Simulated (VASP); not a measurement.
Consider the following.

```
CELL_PARAMETERS angstrom
      0.00000     2.73300     2.69480
      2.79725     0.00000     2.69480
      2.79725     2.73300     0.00000
ATOMIC_POSITIONS crystal
  Ca 0.00000 0.00000 0.00000
  F  0.25000 0.25000 0.25000
  F  0.74212 0.75788 0.75788
```

Calculation: PBE GGA, VASP's PBE PAW potentials (set 64) (plane waves; VASP). Settings: PREC = Single, 520 eV cut-off, 6×6×6 Γ-centred mesh, Gaussian smearing of 0.050 eV, potentials Ca_sv F.

Problem. Give the force on each atom (eV/Å).

Solution. 
```csv
atom,Fx,Fy,Fz
Ca1,0.099,0.000,0.000
F2,0.092,0.000,0.000
F3,-0.191,0.000,0.000
```

Problem. Give the stress tensor in GPa (positive for a compressed cell).

Solution. 
```
-0.71   0.00   0.00
 0.00   1.94   0.43
 0.00   0.43   3.55
```
The pressure is its mean diagonal, 1.59 GPa.

The compound is CaF2 in the fluorite structure. The cell was not relaxed at this level, atoms are displaced from their ideal sites. The run is one of a series of settings (PREC = Single against the base run), some of them coarse on purpose.
